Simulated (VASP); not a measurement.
Na2Sb:

```
Na Sb
1.0
     5.14536    0.00000    0.00000
    -2.57268    4.45601    0.00000
     0.00000    0.00000    3.21521
Na Sb
2 1
Direct
  0.33333 0.66667 0.00000
  0.66667 0.33333 0.00000
  0.00000 0.00000 0.50000
```

The cell was built by a generator and needn't be a form met in nature.

* Program: VASP 6.6.1
* Task: relaxation of cell and atoms
* Functional: PBE
* Potentials or basis: VASP PAW PBE potentials, release 64 (Na_pv, Sb)
* Cutoff: 600 eV
* k mesh: 6 × 6 × 8
* Occupations: methfessel-paxton, width 0.2 eV
* Spin: no spin polarisation

At the start: pressure 2.3 GPa; volume 24.57 Å³/atom.

Question: How do energy, volume and symmetry change on relaxing?

Answer: Over 9 steps the energy falls by 32.4 meV/atom and the volume is 26.29 Å³/atom (+7.0 %); space group P6/mmm (No. 191, to 0.05 Å).

Step by step:
```csv
step,energy change (eV),largest force (eV/Å),pressure (GPa),volume (Å³)
1,0.0000,0.0000,2.32,73.72
2,-0.0873,0.0000,0.55,77.53
3,-0.0963,0.0000,-0.28,79.74
4,-0.0967,0.0000,-0.14,79.35
5,-0.0971,0.0000,-0.06,79.07
6,-0.0971,0.0000,-0.04,78.96
7,-0.0971,0.0000,0.02,78.73
8,-0.0971,0.0000,-0.02,78.87
9,-0.0971,0.0000,0.00,78.86
```

Final structure:
```yaml
crystal:
  lattice:
    - [5.14581, 0.00000, 0.00000]
    - [-2.57291, 4.45640, 0.00000]
    - [0.00000, 0.00000, 3.43883]
  atoms:
    - { symbol: Na, position: [0.33333, 0.66667, 0.00000] }
    - { symbol: Na, position: [0.66667, 0.33333, 0.00000] }
    - { symbol: Sb, position: [0.00000, 0.00000, 0.50000] }
```
